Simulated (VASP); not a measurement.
All values below come from RPA correlation on PBE orbitals, VASP's PBE PAW potentials (set 64) (plane waves; VASP).

Input for VASP

### INCAR
```
SYSTEM = C
PREC = Normal
ENCUT = 500
ALGO = ACFDT
LREAL = .FALSE.
LASPH = .TRUE.
ISMEAR = 0
SIGMA = 0.01
GGA = PE
LWAVE = .FALSE.
LCHARG = .FALSE.
NBANDS = 303
NOMEGA = 12
ENCUTGW = 300
```

File KPOINTS:
```
Regular mesh
0
gamma
4 4 4
0 0 0
```

POSCAR:
```
C
1
    0.0000000000     1.7835000000     1.7835000000
    1.7835000000     0.0000000000     1.7835000000
    1.7835000000     1.7835000000     0.0000000000
C
2
Direct
  0.0000000000   0.0000000000   0.0000000000
  0.2500000000   0.2500000000   0.2500000000
```

POTCAR, in this order: C_GW_new (PBE.64 set). Program: vasp_std. Read from the step before: WAVECAR, WAVEDER.

The resulting files:

OUTCAR:
```
 ion  position               nearest neighbor table
   1  0.000  0.000  0.000-   2 1.54   2 1.54   2 1.54   2 1.54
   2  0.250  0.250  0.250-   1 1.54   1 1.54   1 1.54   1 1.54
  LATTYP: Found a face centered cubic cell.
 ALAT       =     3.5670000000
 Subroutine PRICEL returns:
 Original cell was already a primitive cell.
 Subroutine GETGRP returns: Found 48 space group operations
The static configuration has the point symmetry T_d .
 The point group associated with its full space group is O_h .
The dynamic configuration has the point symmetry T_d .
 Subroutine INISYM returns: Found 48 space group operations
 Subroutine IBZKPT returns following result:
 Found      8 irreducible k-points:

 Following reciprocal coordinates:
            Coordinates               Weight
  0.000000  0.000000  0.000000      1.000000
  0.250000  0.000000  0.000000      8.000000
  0.500000  0.000000  0.000000      4.000000
  0.250000  0.250000  0.000000      6.000000
  0.500000  0.250000  0.000000     24.000000
 -0.250000  0.250000  0.000000     12.000000
  0.500000  0.500000  0.000000      3.000000
 -0.250000  0.500000  0.250000      6.000000
 Subroutine IBZKPT_HF returns following result:
   k-points           NKPTS =      8   k-points in BZ     NKDIM =     64   number of bands    NBANDS=    303
   number of dos      NEDOS =    301   number of ions     NIONS =      2
   total plane-waves  NPLWV =   2744
   dimension x,y,z NGX =    14 NGY =   14 NGZ =   14
   dimension x,y,z NGXF=    28 NGYF=   28 NGZF=   28
   ions per type =               2
   PREC   = normal    normal or accurate (medium, high low for compatibility)
   ISTART =      1    job   : 0-new  1-cont  2-samecut
   ICHARG =      0    charge: 1-file 2-atom 10-const
   ISPIN  =      1    spin polarized calculation?
   LNONCOLLINEAR =      F non collinear calculations
   LSORBIT =      F    spin-orbit coupling
   INIWAV =      1    electr: 0-lowe 1-rand  2-diag
   ENCUT  =  500.0 eV  36.75 Ry    6.06 a.u.   4.60  4.60  4.60*2*pi/ulx,y,z
   NELM   =     60;   NELMIN=  2; NELMDL=  0     # of ELM steps
   EDIFF  = 0.1E-03   stopping-criterion for ELM
   LREAL  =      F    real-space projection
   NLSPLINE    = F    spline interpolate recip. space projectors
   LMAXMIX     =    2 max onsite mixed and CHGCAR
   VOSKOWN=      0    Vosko Wilk Nusair interpolation
   EDIFFG = 0.1E-02   stopping-criterion for IOM
   NSW    =      0    number of steps for IOM
   NBLOCK =      1;   KBLOCK =      1    inner block; outer block
   IBRION =     -1    ionic relax: 0-MD 1-quasi-New 2-CG
   NFREE  =      0    steps in history (QN), initial steepest desc. (CG)
   ISIF   =      0    stress and relaxation
   ISYM   =      3    0-nonsym 1-usesym 2-fastsym
   TEIN   =    0.0    initial temperature
   TEBEG  =    0.0;   TEEND  =   0.0 temperature during run
   SMASS  =  -3.00    Nose mass-parameter (am)
   PSTRESS=    0.0 pullay stress
   NELECT =       8.0000    total number of electrons
   EFERMI =   0.00;   METHOD = LEGACY
   ISMEAR =     0;   SIGMA  =   0.01  broadening in eV -4-tet -1-fermi 0-gaus
   IALGO  =     38    algorithm
   LDIAG  =      T    sub-space diagonalisation (order eigenvalues)
   IMIX   =      4    mixing-type and parameters
     AMIX     =   0.40;   BMIX     =  1.00
     AMIX_MAG =   1.60;   BMIX_MAG =  1.00
     AMIN     =   0.10
   GGA     = PE    functional components
   VOSKOWN =     0    Vosko Wilk Nusair interpolation
   LHFCALC =     T    Hartree Fock is set to
   NKREDX  =     1    reduce k-point grid by
   AEXX    =    1.0000 exact exchange contribution
   HFSCREEN=    0.0000 screening length (either q_TF or 0.3 A-1)
   HFRCUT  =    0.0000 spherical cutoff for potential kernel
   AGGAX   =    0.0000 GGA exchange part
   ALDAC   =    0.0000 LDA correlation
...
```

OSZICAR:
```
energies w=
    0.000    0.965    0.000    3.096    0.000    5.893    0.000   10.002
    0.000   16.443    0.000   26.911    0.000   44.338    0.000   73.958
    0.000  125.568    0.000  219.419    0.000  408.733    0.000  941.914
NQ=   1    0.0000    0.0000    0.0000,
 performed        890000 updates of chi_q(r,r)
NQ=   2    0.2500    0.0000    0.0000,
 performed       1780000 updates of chi_q(r,r)
NQ=   3    0.5000    0.0000    0.0000,
 performed       2670000 updates of chi_q(r,r)
NQ=   4    0.2500    0.2500    0.0000,
 performed       3560000 updates of chi_q(r,r)
NQ=   5    0.5000    0.2500    0.0000,
 performed       4450000 updates of chi_q(r,r)
NQ=   6   -0.2500    0.2500    0.0000,
 performed       5340000 updates of chi_q(r,r)
NQ=   7    0.5000    0.5000    0.0000,
 performed       6230000 updates of chi_q(r,r)
NQ=   8   -0.2500    0.5000    0.2500,
 performed       7120000 updates of chi_q(r,r)
```

OUTCAR:
```


      cutoff energy     smooth cutoff   RPA   correlation   Hartree contr. to MP2
---------------------------------------------------------------------------------
            300.000           240.000      -13.5191251579      -20.8130655898
            285.714           228.571      -13.4684577808      -20.7585261788
            272.109           217.687      -13.4149494041      -20.7002581942
            259.151           207.321      -13.3546908318      -20.6341008458
            246.811           197.449      -13.2892662502      -20.5618465325
            235.058           188.046      -13.2204123394      -20.4854032726
            223.865           179.092      -13.1465908479      -20.4032188748
            213.204           170.564      -13.0631257614      -20.3099795981
  linear regression
  converged value                          -14.2017433416      -21.5682804919
```
(Selected blocks of OUTCAR.)

The mesh is coarse, so the correlation energy is not converged in k-points.

The compound is C in the diamond structure. The cell was not relaxed at this level. The k-mesh is coarse (spacing up to 0.76 per Å, 2π included), so the numbers may not be converged in it.
